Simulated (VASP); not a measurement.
Be3CdTe4, 8 atoms in the cell. The structure is cubic, space group P-43m (No. 215). Conventional cell: a = 5.919 Å, b = 5.919 Å, c = 5.919 Å, α = 90.00°, β = 90.00°, γ = 90.00°. Be (site symmetry -42m) has 4 Te at 2.50 Å as nearest neighbours. Around Cd (site symmetry -43m) lie 4 Te at 2.76 Å. Te (site symmetry 3m) is surrounded by 3 Be at 2.50 Å and 1 Cd at 2.76 Å. The cell was built by a generator and needn't be a form met in nature.

```yaml
Program: VASP 6.6.1
Task: relaxation of cell and atoms
Functional: PBE
Potentials_or_basis: VASP PAW PBE potentials, release 64 (Be, Cd, Te)
Cutoff: 520 eV
k_mesh: 4 × 4 × 4
Occupations: gaussian, width 0.03 eV
Spin: no spin polarisation
Further_INCAR_settings: ALGO = Normal; EDIFF = 1e-07; IBRION = 2; POTIM = 0.3; EDIFFG = -0.005; NSW = 60; ISIF = 3
```

Potentials or basis: VASP PAW PBE potentials, release 64 (Be, Cd, Te).

Command:

```console
$ cat potpaw_PBE.64/Be/POTCAR potpaw_PBE.64/Cd/POTCAR potpaw_PBE.64/Te/POTCAR > POTCAR
$ mpirun -np 8 vasp_std > vasp.out
```

Hardware: 8 MPI ranks on Intel(R) Xeon(R) Platinum 8375C CPU @ 2.90GHz (Ice Lake), on a shared host.

Problem. How long does it take, and how much memory?

Solution. It took 40 s on 8 MPI ranks on Intel(R) Xeon(R) Platinum 8375C CPU @ 2.90GHz (Ice Lake), on a shared host, peak memory 0.34 GiB a rank. Counts: scf iterations 16, k points 10, ion steps 1.
